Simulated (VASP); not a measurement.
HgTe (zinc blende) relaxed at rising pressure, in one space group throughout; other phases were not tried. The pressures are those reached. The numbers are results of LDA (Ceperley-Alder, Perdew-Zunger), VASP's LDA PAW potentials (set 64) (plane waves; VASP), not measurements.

| P (GPa) | V (Å³/atom) | k-mesh |
|---|---|---|
| -0.03 | 33.515 | 10×10×10 |
| 4.93 | 30.794 | 10×10×10 |
| 10.00 | 28.959 | 10×10×10 |
| 20.06 | 26.521 | 11×11×11 |
| 30.06 | 24.879 | 11×11×11 |

A change of mesh leaves a small step in the series.

Question: Fit an equation of state and predict the volume at 45.10 GPa.

Answer: Least squares on the third-order Birch-Murnaghan form, P = (3B0/2)(y⁷ − y⁵)[1 + (3/4)(B′ − 4)(y² − 1)] with y = (V0/V)^(1/3), gives V0 = 33.490 Å³/atom, B0 = 48 GPa and B′ = 5.0, and so 23.129 Å³/atom. The run gave 23.121 Å³/atom, -0.0 % from the fit.

Pressures at which the relaxation failed are left out.

The compound is HgTe in the zinc blende structure.
